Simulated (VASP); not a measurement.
Input for VASP

**INCAR**
```
SYSTEM = BP
PREC = Accurate
ENCUT = 600
EDIFF = 1E-7
NELM = 100
ALGO = Normal
LREAL = .FALSE.
LASPH = .TRUE.
ISMEAR = 0
SIGMA = 0.05
GGA = PE
LWAVE = .FALSE.
LCHARG = .FALSE.
ISIF = 3
IBRION = 2
NSW = 40
EDIFFG = -0.01
PSTRESS = 100
```

File KPOINTS:
```
Automatic mesh
0
Gamma
10 10 10
0 0 0
```

File POSCAR:
```
BP
1.0
  0.0000000000   2.2731460608   2.2731460608
  2.2731460608   0.0000000000   2.2731460608
  2.2731460608   2.2731460608   0.0000000000
B P
1 1
Cart
  0.0000000000   0.0000000000   0.0000000000
  1.1365730304   1.1365730304   1.1365730304
```

POTCAR, in this order: B P (PBE.64 set). Program: vasp_std.

Problem. Write an equivalent input for Ansatz.

Solution. One equivalent input (not run):
Ansatz 0.2 input:
```yaml
crystal:
  lattice:
    - [0.0000000, 2.2731461, 2.2731461]
    - [2.2731461, 0.0000000, 2.2731461]
    - [2.2731461, 2.2731461, 0.0000000]
  atoms:
    - { symbol: B, position: [0.0000000, 0.0000000, 0.0000000] }
    - { symbol: P, position: [0.2500000, 0.2500000, 0.2500000] }
kpoints:
  mp_grid: { grid: [10, 10, 10] }
hamiltonian:
  xc: pbe
  pseudopotentials: { kind: paw }
scf:
  occupations: { method: gaussian, width: 0.05 }
  max_iter: 100
relax:
  max_steps: 40
  f_tol: 0.01
  cell: { p_target: 10 }
output: { forces: true, stress: true, eigenvalues: true }
```
What does not carry over: each code has its own PAW files, so the cut-off isn't converted (ENCUT is set for VASP's; basis.ecutwfc is left out, and Ansatz then takes the one that its files recommend); Ansatz stops its SCF on the density residual and VASP on the energy change (EDIFF).

The compound is BP in the zinc blende structure. This run relaxes it under an external pressure of 10 GPa. Symmetry was kept, so distortions that lower it aren't found.
